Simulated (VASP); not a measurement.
The input files of a VASP run:

### INCAR
```
SYSTEM = SrO
PREC = Accurate
ENCUT = 620
EDIFF = 1E-6
NELM = 100
ALGO = Normal
LREAL = .FALSE.
LASPH = .TRUE.
ISMEAR = 0
SIGMA = 0.05
GGA = PE
LMAXMIX = 4
LWAVE = .FALSE.
LCHARG = .FALSE.
IBRION = 2
ISIF = 3
NSW = 40
EDIFFG = -0.02
PSTRESS = 200
```

### KPOINTS
```
Automatic mesh
0
gamma
9 9 9
```

### POSCAR
```
SrO
1
    0.0000000000     2.4647414874     2.4647414874
    2.4647414874    -0.0000000000     2.4647414874
    2.4647414874     2.4647414874     0.0000000000
Sr O
1 1
Direct
  0.0000000000   0.0000000000   0.0000000000
  0.5000000000   0.5000000000   0.5000000000
```

POTCAR, in this order: Sr_sv O (PBE.64 set). Program: vasp_std.

Problem. Translate this PBE calculation to Ansatz.

Solution. One equivalent input (not run):
Ansatz 0.2 input:
```yaml
crystal:
  lattice:
    - [0.0000000, 2.4647415, 2.4647415]
    - [2.4647415, 0.0000000, 2.4647415]
    - [2.4647415, 2.4647415, 0.0000000]
  atoms:
    - { symbol: Sr, position: [0.0000000, 0.0000000, 0.0000000] }
    - { symbol: O, position: [0.5000000, 0.5000000, 0.5000000] }
kpoints:
  mp_grid: { grid: [9, 9, 9] }
hamiltonian:
  xc: pbe
  pseudopotentials: { kind: paw }
scf:
  occupations: { method: gaussian, width: 0.05 }
  max_iter: 100
relax:
  max_steps: 40
  f_tol: 0.02
  cell: { p_target: 20 }
output: { forces: true, stress: true, eigenvalues: true }
```
Limits of the translation: each code has its own PAW files, so the cut-off isn't converted (ENCUT is set for VASP's; basis.ecutwfc is left out, and Ansatz then takes the one that its files recommend); Ansatz stops its SCF on the density residual and VASP on the energy change (EDIFF).

The compound is SrO in the rock salt structure. It was relaxed first under an external pressure of 20 GPa.
